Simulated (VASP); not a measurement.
Calculation: PBE GGA, VASP's PBE PAW potentials (set 64) (plane waves; VASP 6.6.1).

Input for VASP

POSCAR:
```
GaN
1
    3.1221650000     0.0000000000     0.0000000000
   -1.5610820000     2.7038730000     0.0000000000
    0.0000000000     0.0000000000    10.2211660000
Ga N
4 4
Direct
  0.0000000000   0.0000000000   0.0000000000
  0.0000000000   0.0000000000   0.5000000000
  0.6666670000   0.3333330000   0.7501800000
  0.3333330000   0.6666670000   0.2501800000
  0.0000000000   0.0000000000   0.8121600000
  0.0000000000   0.0000000000   0.3121600000
  0.6666670000   0.3333330000   0.5632900000
  0.3333330000   0.6666670000   0.0632900000
```

File KPOINTS:
```
Automatic mesh
0
Gamma
6 6 2
0 0 0
```

INCAR:
```
! general
SYSTEM  = GaN
PREC    = Accurate
ENCUT   = 700
LREAL   = .FALSE.   ! projection in real space or not
LASPH   = .TRUE.

! electronic loop
EDIFF   = 1E-6   ! SCF stop (eV)
NELM    = 100
ALGO    = Normal
LMAXMIX = 4   ! l cut-off of mixed one-centre charges

! smearing
ISMEAR  = 1   ! Methfessel-Paxton
SIGMA   = 0.05   ! width (eV)

! functional
GGA     = PE   ! PBE

! ions
ISIF    = 2   ! forces and stress, cell fixed

! output
LWAVE   = .FALSE.
LCHARG  = .FALSE.
```

POTCAR, in this order: Ga_d N (PBE.64 set). Program: vasp_std.

Estimate the energy per atom (σ→0), pressure, band gap (on the k-mesh).

```
Property                          Result
------------------------  --------------
energy per atom (σ→0)     -6.029 eV/atom
band gap (on the k-mesh)         2.18 eV
pressure                       17.77 GPa
```

### OSZICAR
```
...
DAV:  10    -0.482333822144E+02   -0.32788E-03   -0.15141E-02  1624   0.143E+00    0.200E-01
DAV:  11    -0.482335367749E+02   -0.15456E-03   -0.28241E-03  1764   0.103E+00    0.505E-02
DAV:  12    -0.482336386158E+02   -0.10184E-03   -0.69206E-04  1544   0.377E-01    0.644E-02
DAV:  13    -0.482336411988E+02   -0.25830E-05   -0.17558E-04  1431   0.127E-01    0.325E-02
DAV:  14    -0.482336353059E+02    0.58929E-05   -0.27846E-05  1682   0.118E-01    0.594E-03
DAV:  15    -0.482336367733E+02   -0.14673E-05   -0.87460E-06  1661   0.503E-02    0.442E-03
DAV:  16    -0.482336369269E+02   -0.15365E-06   -0.29844E-06  1133   0.189E-02
   1 F= -.48233637E+02 E0= -.48233669E+02  d E =0.959565E-04
```

The structure was generated: GaN was put into an ordered model structure, which need not be its known phase. The cell was not relaxed at this level. The run is one of a series of settings (ENCUT = 700 against the base run), some of them coarse on purpose.
